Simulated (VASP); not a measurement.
Level of theory: r2SCAN+rVV10, VASP's PBE PAW potentials (set 64) (plane waves; VASP).

Input for VASP

File KPOINTS:
```
Automatic mesh
0
Gamma
 4 4 4
0 0 0
```

INCAR:
```
SYSTEM = CsSnI3
PREC = Accurate; ENCUT = 520; LREAL = F
LASPH = T
EDIFF = 1E-6; NELM = 100; ALGO = Normal
LMAXMIX = 4; LMIXTAU = T
ISMEAR = 0; SIGMA = 0.05
METAGGA = R2SCAN; LUSE_VDW = T; BPARAM = 11.95
CPARAM = 0.0093
IBRION = 2; NSW = 60; ISIF = 3
EDIFFG = -0.02
LWAVE = F; LCHARG = F
```

POSCAR:
```
CsSnI3
1
    6.1859107720    -0.0000000000    -0.0000000000
    0.0000000000     6.1859107720    -0.0000000000
    0.0000000000     0.0000000000     6.1859107720
Cs Sn I
1 1 3
Direct
  0.0000000000   0.0000000000   0.0000000000
  0.5000000000   0.5000000000   0.5000000000
  0.5000000000   0.0000000000   0.5000000000
  0.0000000000   0.5000000000   0.5000000000
  0.5000000000   0.5000000000   0.0000000000
```

POTCAR, in this order: Cs_sv Sn_d I (PBE.64 set). Program: vasp_std.

Unless said otherwise, spin-orbit coupling is left out, though it shifts the bands of the heavy elements here.

Task: Predict the energy per atom (σ→0), band gap (on the k-mesh).

Result: 
```
Property                            Value
------------------------  ---------------
energy per atom (σ→0)     -25.415 eV/atom
band gap (on the k-mesh)          0.36 eV
```

### OSZICAR
```
...
DAV:  17    -0.127074315110E+03   -0.18559E-02   -0.99428E-04   528   0.298E-01    0.283E-02
DAV:  18    -0.127074399500E+03   -0.84390E-04   -0.28351E-04   632   0.139E-01    0.167E-02
DAV:  19    -0.127074397701E+03    0.17992E-05   -0.99307E-06   594   0.185E-02    0.214E-02
DAV:  20    -0.127074379309E+03    0.18392E-04   -0.12797E-05   564   0.289E-02    0.232E-02
DAV:  21    -0.127074429384E+03   -0.50075E-04   -0.34769E-05   536   0.529E-02    0.362E-02
DAV:  22    -0.127074431402E+03   -0.20181E-05   -0.53686E-06   532   0.246E-02    0.350E-02
DAV:  23    -0.127074432081E+03   -0.67904E-06   -0.39297E-07   350   0.579E-03
   1 F= -.12707443E+03 E0= -.12707443E+03  d E =-.127074E+03
```

The compound is CsSnI3 in the cubic perovskite structure, the ideal cubic form; the compound distorts at low or room temperature. It was relaxed first. The start is the result of an earlier pass.
